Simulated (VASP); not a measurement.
# SiF (Pm-3m) in VASP: reference runs

How does SiF come out in PBE? The cell is run as given and disturbed.

Program: VASP 6.6.1. These are calculated values, not measurements. Logs are shortened: lines on timing, memory, paths and dates and some standing lists are left out, and cuts for length are marked.

## (1) The crystal as given

It takes space group Pm-3m (No. 221, cubic). Conventional cell: a = 3.029 Å, b = 3.029 Å, c = 3.029 Å, α = 90.00°, β = 90.00°, γ = 90.00°. Si (site symmetry m-3m) has 8 F at 2.62 Å as nearest neighbours. F (site symmetry m-3m) is surrounded by 8 Si at 2.62 Å.

The cell was built by a generator and needn't be a form met in nature.

## (2) Single point, PBE

INCAR reads:

```
SYSTEM = SiF
  PREC = Accurate
  ENCUT = 520
  EDIFF = 1E-7
  ISMEAR = -1
  SIGMA = 0.05
  LREAL = .FALSE.
  LASPH = .TRUE.
  NELM = 100
  ALGO = Normal
  ISIF = 2
  LWAVE = .FALSE.
  LCHARG = .TRUE.
  GGA = PE
  LELF = .TRUE.
  LVHAR = .TRUE.
  NBANDS = 12
```

KPOINTS reads:

```
regular mesh
0
G
  9 9 9
  0 0 0
```

POSCAR reads:

```
SiF
1.0
    3.0286000000      0.0000000000      0.0000000000
    0.0000000000      3.0286000000      0.0000000000
    0.0000000000      0.0000000000      3.0286000000
Si F
1 1
Direct
    0.5000000000      0.5000000000      0.5000000000
    0.0000000000      0.0000000000      0.0000000000
```

Potentials or basis: VASP PAW PBE potentials, release 64 (Si, F).

Command:

```sh
$ cat potpaw_PBE.64/Si/POTCAR potpaw_PBE.64/F/POTCAR > POTCAR
$ mpirun -np 1 vasp_std > vasp.out
```

OUTCAR:

```text
SYSTEM = SiF
   PREC = Accurate
   ENCUT = 520
   EDIFF = 1E-7
   ISMEAR = -1
   LREAL = .FALSE.
   LASPH = .TRUE.
   NELM = 100
   ISIF = 2
   GGA = PE

 ion  position               nearest neighbor table
   1  0.500  0.500  0.500-
   2  0.000  0.000  0.000-

  LATTYP: Found a simple cubic cell.
 ALAT       =     3.0286000000

  Lattice vectors:

 A1 = (   3.0286000000,   0.0000000000,   0.0000000000)
 A2 = (   0.0000000000,   3.0286000000,   0.0000000000)
 A3 = (   0.0000000000,   0.0000000000,   3.0286000000)

Analysis of symmetry for initial positions (statically):
=====================================================================
 Subroutine PRICEL returns:
 Original cell was already a primitive cell.

 Routine SETGRP: Setting up the symmetry group for a
 simple cubic supercell.

 Subroutine GETGRP returns: Found 48 space group operations
 (whereof 48 operations were pure point group operations)
 out of a pool of 48 trial point group operations.

The static configuration has the point symmetry O_h .

Analysis of symmetry for dynamics (positions and initial velocities):
=====================================================================
 Subroutine PRICEL returns:
 Original cell was already a primitive cell.

 Routine SETGRP: Setting up the symmetry group for a
 simple cubic supercell.

 Subroutine GETGRP returns: Found 48 space group operations
 (whereof 48 operations were pure point group operations)
 out of a pool of 48 trial point group operations.

The dynamic configuration has the point symmetry O_h .

 Subroutine INISYM returns: Found 48 space group operations
 (whereof 48 operations are pure point group operations),
 and found     1 'primitive' translations

----------------------------------------------------------------------------------------

                                     Primitive cell

  volume of cell :      27.7796

  direct lattice vectors                    reciprocal lattice vectors
     3.028600000  0.000000000  0.000000000     0.330185564  0.000000000  0.000000000
     0.000000000  3.028600000  0.000000000     0.000000000  0.330185564  0.000000000
     0.000000000  0.000000000  3.028600000     0.000000000  0.000000000  0.330185564

  length of vectors
     3.028600000  3.028600000  3.028600000     0.330185564  0.330185564  0.330185564

  position of ions in fractional coordinates (direct lattice)
     0.500000000  0.500000000  0.500000000
     0.000000000  0.000000000  0.000000000

  ion indices of the primitive-cell ions
   primitive index   ion index
                 1           1
                 2           2

----------------------------------------------------------------------------------------

 KPOINTS: regular mesh

Automatic generation of k-mesh.
 Grid dimensions read from file:
 generate k-points for:    9    9    9

 Generating k-lattice:

  Cartesian coordinates                     Fractional coordinates (reciprocal lattice)
     0.036687285  0.000000000  0.000000000     0.111111111  0.000000000  0.000000000
     0.000000000  0.036687285  0.000000000     0.000000000  0.111111111  0.000000000
     0.000000000  0.000000000  0.036687285     0.000000000  0.000000000  0.111111111

  Length of vectors
     0.036687285  0.036687285  0.036687285

  Shift w.r.t. Gamma in fractional coordinates (k-lattice)
     0.000000000  0.000000000  0.000000000

 Subroutine IBZKPT returns following result:
 ===========================================

 Found     35 irreducible k-points:

 Following reciprocal coordinates:
            Coordinates               Weight
  0.000000  0.000000  0.000000      1.000000
  0.111111  0.000000  0.000000      6.000000
  0.222222  0.000000  0.000000      6.000000
  0.333333  0.000000  0.000000      6.000000
  0.444444  0.000000  0.000000      6.000000
  0.111111  0.111111  0.000000     12.000000
[... 16 lines left out ...]
  0.333333  0.333333  0.111111     24.000000
  0.444444  0.333333  0.111111     48.000000
 [... further k-points ...]
   k-points           NKPTS =     35   k-points in BZ     NKDIM =     35   number of bands    NBANDS=     12
   number of dos      NEDOS =    301   number of ions     NIONS =      2
   total plane-waves  NPLWV =  13824
   dimension x,y,z NGX =    24 NGY =   24 NGZ =   24
   dimension x,y,z NGXF=    48 NGYF=   48 NGZF=   48
   ions per type =               1   1
   NGX,Y,Z   is equivalent  to a cutoff of  13.17, 13.17, 13.17 a.u.
   NGXF,Y,Z  is equivalent  to a cutoff of  26.35, 26.35, 26.35 a.u.
 SYSTEM =  SiF
   PREC   = accura    normal or accurate (medium, high low for compatibility)
   ISTART =      0    job   : 0-new  1-cont  2-samecut
   ICHARG =      2    charge: 1-file 2-atom 10-const
   ISPIN  =      1    spin polarized calculation?
   LNONCOLLINEAR =      F non collinear calculations
   LSORBIT =      F    spin-orbit coupling
   LASPH  =      T    aspherical Exc in radial PAW
   ENCUT  =  520.0 eV  38.22 Ry    6.18 a.u.   5.63  5.63  5.63*2*pi/ulx,y,z
   NELM   =    100;   NELMIN=  2; NELMDL= -5     # of ELM steps
   EDIFF  = 0.1E-06   stopping-criterion for ELM
   LREAL  =      F    real-space projection
   EDIFFG = 0.1E-05   stopping-criterion for IOM
   NSW    =      0    number of steps for IOM
   IBRION =     -1    ionic relax: 0-MD 1-quasi-New 2-CG
   NFREE  =      0    steps in history (QN), initial steepest desc. (CG)
   ISIF   =      2    stress and relaxation
   ISYM   =      2    0-nonsym 1-usesym 2-fastsym
   POTIM  = 0.5000    time-step for ionic-motion
   TEBEG  =    0.0;   TEEND  =   0.0 temperature during run
   PSTRESS=    0.0 pullay stress
   NELECT =      11.0000    total number of electrons
   NUPDOWN=      -1.0000    fix difference up-down
   EMIN   =  10.00;   EMAX   =-10.00  energy-range for DOS
   EFERMI =   0.00;   METHOD = LEGACY
   ISMEAR =    -1;   SIGMA  =   0.05  broadening in eV -4-tet -1-fermi 0-gaus
   EFERMI_NEDOS =   21; number of points for ismear=-14 and -15
   IALGO  =     38    algorithm
   IMIX   =      4    mixing-type and parameters
     AMIX     =   0.40;   BMIX     =  1.00
     AMIX_MAG =   1.60;   BMIX_MAG =  1.00
  volume/ion in A,a.u.               =      13.89        93.73
  Fermi-wavevector in a.u.,A,eV,Ry     =   1.202164  2.271761 19.663124  1.445199
  Thomas-Fermi vector in A             =   2.337953
   LORBIT       =      0    0 simple, 1 ext, 2 COOP (PROOUT), +10 PAW based schemes
   GGA     = PE    functional components
   LHFCALC =     F    Hartree Fock is set to
   AEXX    =    0.0000 exact exchange contribution
   IVDW    =     0    specifies the selected vdW correction
   LEPSILON=     F    determine dielectric tensor
   LRPA    =     F    only Hartree local field effects (RPA)
 non-spin polarized calculation
  energy-cutoff  :      520.00
  volume of cell :       27.78
 maximum number of plane-waves:       756
 NGX is ok and might be reduce to    24
   NGX = 11   NGY = 11   NGZ = 11

 number of electron      11.0000013 magnetization

 Free energy of the ion-electron system (eV)
  ---------------------------------------------------
  ext. energy  EPLUGINS =         0.00000000
  ---------------------------------------------------
  free energy    TOTEN  =        -7.77874608 eV

  energy without entropy =       -7.76097402  energy(sigma->0) =       -7.76986005

 E-fermi :   5.7946     XC(G=0): -10.3047

 val. band max:        5.7630384461   @ k =   0.3333   0.2222   0.0000
 cond. band min:       5.8209159763   @ k =   0.4444   0.3333   0.0000
 fundamental gap:      0.0578775303
 Fermi energy:         5.7945719057

 k-point     1 :       0.0000    0.0000    0.0000
  band No.  band energies     occupation
      1     -18.3277      2.00000
      2      -3.1781      2.00000
      3       0.5778      2.00000
      4       0.5778      2.00000
      5       0.5778      2.00000
      6      10.9434      0.00000
      7      10.9434      0.00000
      8      10.9434      0.00000
      9      11.6229      0.00000
     10      11.6229      0.00000
     11      21.8197      0.00000
     12      22.7388      0.00000

 k-point     2 :       0.1111    0.0000    0.0000
  band No.  band energies     occupation
      1     -18.3012      2.00000
      2      -3.2593      2.00000
      3       0.6146      2.00000
      4       0.6146      2.00000
      5       0.6609      2.00000
      6       9.1522      0.00000
      7      10.9332      0.00000
      8      10.9332      0.00000
      9      11.7822      0.00000
     10      13.5102      0.00000
     11      22.0479      0.00000
     12      22.0479      0.00000

 k-point     3 :       0.2222    0.0000    0.0000
  band No.  band energies     occupation
      1     -18.2330      2.00000
      2      -3.4846      2.00000
      3       0.7099      2.00000
      4       0.7099      2.00000
      5       0.9733      2.00000
      6       7.2005      0.00000
      7      10.9021      0.00000
      8      10.9021      0.00000
      9      12.2383      0.00000
     10      15.7107      0.00000
     11      20.7811      0.00000
     12      20.7811      0.00000

 k-point     4 :       0.3333    0.0000    0.0000
  band No.  band energies     occupation
      1     -18.1533      2.00000
      2      -3.7654      2.00000
      3       0.8220      2.00000
      4       0.8220      2.00000
      5       1.6060      2.00000
      6       5.4213      1.99886
      7      10.8567      0.00000
      8      10.8567      0.00000
      9      12.8978      0.00000
     10      17.7366      0.00000
     11      19.7364      0.00000
     12      19.7364      0.00000

 k-point     5 :       0.4444    0.0000    0.0000
  band No.  band energies     occupation
      1     -18.1006      2.00000
      2      -3.9576      2.00000
      3       0.8977      2.00000
      4       0.8977      2.00000
      5       2.5787      2.00000
      6       3.8662      2.00000
      7      10.8204      0.00000
      8      10.8204      0.00000
      9      13.4821      0.00000
     10      19.1314      0.00000
     11      19.1788      0.00000
     12      19.1788      0.00000
[... 228 lines left out ...]
      1     -18.0576      2.00000
      2      -3.1479      2.00000
      3      -0.3894      2.00000
      4       0.6449      2.00000
      5       2.3482      2.00000
      6       5.9544      0.07860
      7       7.7555      0.00000
      8      10.1820      0.00000
      9      16.1078      0.00000
     10      16.9136      0.00000
     11      18.1465      0.00000
     12      19.9672      0.00000

 k-point    22 :       0.4444    0.2222    0.1111
  band No.  band energies     occupation
      1     -18.0117      2.00000
      2      -3.1550      2.00000
      3      -0.3168      2.00000
      4       0.7473      2.00000
      5       2.4164      2.00000
      6       5.0783      2.00000
      7       7.8060      0.00000
      8      10.5114      0.00000
      9      15.3332      0.00000
     10      17.2824      0.00000
     11      17.5343      0.00000
     12      19.9061      0.00000

 k-point    23 :       0.3333    0.3333    0.1111
  band No.  band energies     occupation
      1     -17.9955      2.00000
      2      -2.6923      2.00000
      3      -0.8366      2.00000
      4       0.7566      2.00000
      5       2.0964      2.00000
      6       6.0613      0.00959
      7       6.9251      0.00000
      8      10.4532      0.00000
      9      14.6183      0.00000
     10      17.8197      0.00000
     11      17.8788      0.00000
     12      18.6906      0.00000

 k-point    24 :       0.4444    0.3333    0.1111
  band No.  band energies     occupation
      1     -17.9541      2.00000
      2      -2.4149      2.00000
      3      -0.9056      2.00000
      4       0.8403      2.00000
      5       1.6238      2.00000
      6       5.8573      0.44360
      7       6.9029      0.00000
      8      10.7719      0.00000
      9      13.6585      0.00000
     10      17.3676      0.00000
     11      18.1962      0.00000
     12      18.4834      0.00000

 [... further k-points ...]
[... 5 lines left out ...]
  --------------------------------------------------------------------------------------
  -------------------------------------------------------------------------------------
  Total       -0.0079783     -0.0079783     -0.0079783      0.0000000     -0.0000000      0.0000000
  in kB       -0.4601430     -0.4601430     -0.4601430      0.0000000     -0.0000000      0.0000000
  external PRESSURE =      -0.4601430 kB  Pullay stress =       0.0000000 kB

 VOLUME and BASIS-vectors are now :
 -----------------------------------------------------------------------------
  energy-cutoff  :      520.00
  volume of cell :       27.78
      direct lattice vectors                 reciprocal lattice vectors
     3.028600000  0.000000000  0.000000000     0.330185564  0.000000000  0.000000000
     0.000000000  3.028600000  0.000000000     0.000000000  0.330185564  0.000000000
     0.000000000  0.000000000  3.028600000     0.000000000  0.000000000  0.330185564

 POSITION                                       TOTAL-FORCE (eV/Angst)
 -----------------------------------------------------------------------------------
      1.51430      1.51430      1.51430         0.000000      0.000000      0.000000
      0.00000      0.00000      0.00000         0.000000      0.000000      0.000000
 -----------------------------------------------------------------------------------
    total drift:                               -0.000000      0.000000      0.000000

  FREE ENERGIE OF THE ION-ELECTRON SYSTEM (eV)
  ---------------------------------------------------
  free  energy   TOTEN  =        -7.7787460810 eV

  energy  without entropy=       -7.7609740173  energy(sigma->0) =       -7.76986005
```

It took 5.3 s on 1 thread of Intel Xeon Platinum 8488C (Sapphire Rapids), shared host; peak memory 0.13 GiB.

Results:

* Free energy: -7.7787 eV
* Pressure: 0.0 GPa
* Band gap on the k mesh: none (metal or under the smearing width)

Levels at points of the mesh, in eV from the Fermi level:
| k point | band 3 | band 4 | band 5 | band 6 | band 7 | band 8 |
| --- | --- | --- | --- | --- | --- | --- |
| (0.00, 0.00, 0.00) | -5.22 | -5.22 | -5.22 | 5.15 | 5.15 | 5.15 |

Caveat: an odd number of electrons without spin polarisation forces a metal; a magnetic or distorted state may lie lower.

## (3) Single point, PBE (atoms moved at random, drawn with an rms of 0.05 Å)

INCAR reads:

```
SYSTEM = SiF
PREC = Accurate
ENCUT = 520
EDIFF = 1E-7
ISMEAR = -1
SIGMA = 0.05
LREAL = .FALSE.
LASPH = .TRUE.
NELM = 100
ALGO = Normal
ISIF = 2
LWAVE = .FALSE.
LCHARG = .FALSE.
GGA = PE
NBANDS = 12
```

KPOINTS reads:

```
Automatic mesh
0
G
  9 9 9
  0 0 0
```

POSCAR reads:

```
SiF
1.0
    3.0286000000      0.0000000000      0.0000000000
    0.0000000000      3.0286000000      0.0000000000
    0.0000000000      0.0000000000      3.0286000000
Si F
1 1
Direct
    0.4905460000      0.4926000000      0.4836290000
    0.0078680000     -0.0103740000      0.0020390000
```

Potentials or basis: VASP PAW PBE potentials, release 64 (Si, F).

Command:

```sh
$ cat potpaw_PBE.64/Si/POTCAR potpaw_PBE.64/F/POTCAR > POTCAR
$ mpirun -np 1 vasp_std > vasp.out
```

OUTCAR:

```text
SYSTEM = SiF
   PREC = Accurate
   ENCUT = 520
   EDIFF = 1E-7
   ISMEAR = -1
   LREAL = .FALSE.
   LASPH = .TRUE.
   NELM = 100
   ISIF = 2
   GGA = PE

 ion  position               nearest neighbor table
   1  0.491  0.493  0.484-
   2  0.008  0.990  0.002-

  LATTYP: Found a simple cubic cell.
 ALAT       =     3.0286000000

  Lattice vectors:

 A1 = (   3.0286000000,   0.0000000000,   0.0000000000)
 A2 = (   0.0000000000,   3.0286000000,   0.0000000000)
 A3 = (   0.0000000000,   0.0000000000,   3.0286000000)
[... 534 lines left out ...]
      6       7.2757      0.00000
      7       9.3613      0.00000
      8      10.9543      0.00000
      9      13.5123      0.00000
     10      16.3714      0.00000
     11      19.3888      0.00000
     12      20.5893      0.00000

 [... further k-points ...]
[... 5 lines left out ...]
  --------------------------------------------------------------------------------------
  -------------------------------------------------------------------------------------
  Total       -0.0046141      0.0258048     -0.0083406      0.0043741      0.0046413     -0.0266429
  in kB       -0.2661150      1.4882829     -0.4810421      0.2522756      0.2676871     -1.5366212
  external PRESSURE =       0.2470419 kB  Pullay stress =       0.0000000 kB

 VOLUME and BASIS-vectors are now :
 -----------------------------------------------------------------------------
  energy-cutoff  :      520.00
  volume of cell :       27.78
      direct lattice vectors                 reciprocal lattice vectors
     3.028600000  0.000000000  0.000000000     0.330185564  0.000000000  0.000000000
     0.000000000  3.028600000  0.000000000     0.000000000  0.330185564  0.000000000
     0.000000000  0.000000000  3.028600000     0.000000000  0.000000000  0.330185564

 POSITION                                       TOTAL-FORCE (eV/Angst)
 -----------------------------------------------------------------------------------
      1.48567      1.49189      1.46472        -0.036448      0.006334     -0.038875
      0.02383      2.99718      0.00618         0.036448     -0.006334      0.038875
 -----------------------------------------------------------------------------------
    total drift:                               -0.000321      0.000030     -0.000119

  FREE ENERGIE OF THE ION-ELECTRON SYSTEM (eV)
  ---------------------------------------------------
  free  energy   TOTEN  =        -7.7807814838 eV

  energy  without entropy=       -7.7627582945  energy(sigma->0) =       -7.77176989
```

stdout:

```text
POSCAR found type information on POSCAR SiF
 POSCAR found :  2 types and       2 ions
 scaLAPACK will be used
 LDA part: xc-table for (Slater+PW92), standard interpolation
 POSCAR, INCAR and KPOINTS ok, starting setup
 FFT: planning ... GRIDC
 FFT: planning ... GRID_SOFT
 FFT: planning ... GRID
 WAVECAR not read
 entering main loop
```

It took 35 s on 1 thread of Intel Xeon Platinum 8488C (Sapphire Rapids), shared host; peak memory 0.22 GiB.

What came out:

```
Free energy            : -7.7808 eV
Pressure               : 0.0 GPa
Largest force          : 0.054 eV/Å
Band gap on the k mesh : none (metal or under the smearing width)
```

Forces on the atoms (eV/Å):
```
Si  -0.036  0.006 -0.039
F    0.036 -0.006  0.039
```

Stress tensor (GPa, compression positive):
```
-0.03  0.03 -0.15
 0.03  0.15  0.03
-0.15  0.03 -0.05
```

Levels at points of the mesh, in eV from the Fermi level:
| k point | band 3 | band 4 | band 5 | band 6 | band 7 | band 8 |
| --- | --- | --- | --- | --- | --- | --- |
| (0.00, 0.00, 0.00) | -5.24 | -5.24 | -5.23 | 5.05 | 5.12 | 5.15 |

Caveat: an odd number of electrons without spin polarisation forces a metal; a magnetic or distorted state may lie lower.
